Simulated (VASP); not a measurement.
NiSi2 (fluorite): the bulk modulus from VASP (plane waves, PAW) at several levels of theory. Static lattice, third-order Birch-Murnaghan fit over five volumes.

```csv
level,bulk modulus (GPa)
LDA,172
PBE,146
PBEsol,164
SCAN,161
r2SCAN,160
```

The cell of the LDA run:

NiSi2 is modelled in the cubic space group Fm-3m (No. 225), Pearson symbol cF12. Lattice parameters: a = 5.3539 Å, b = 5.3539 Å, c = 5.3539 Å, α = 90.00°, β = 90.00°, γ = 90.00°. Si on 8c is surrounded by 4 Ni at 2.318 Å and 6 Si at 2.677 Å. Ni on 4a has 8 Si at 2.318 Å (cubic). (Neighbours: up to the widest gap in distance over summed covalent radii, below 1.35, at either atom; cation-cation and far metal-metal contacts left out.)
(The calculation used a cell of 3 atoms; values per cell refer to that cell.)

Only levels that ran to the end are used. Left out are those held back, those with too coarse a band path, GW runs whose mesh misses a band edge, hybrids' fits of cells that aren't cubic and levels without matching references; a question may draw on a part of the rest.

The compound is NiSi2 in the fluorite structure.
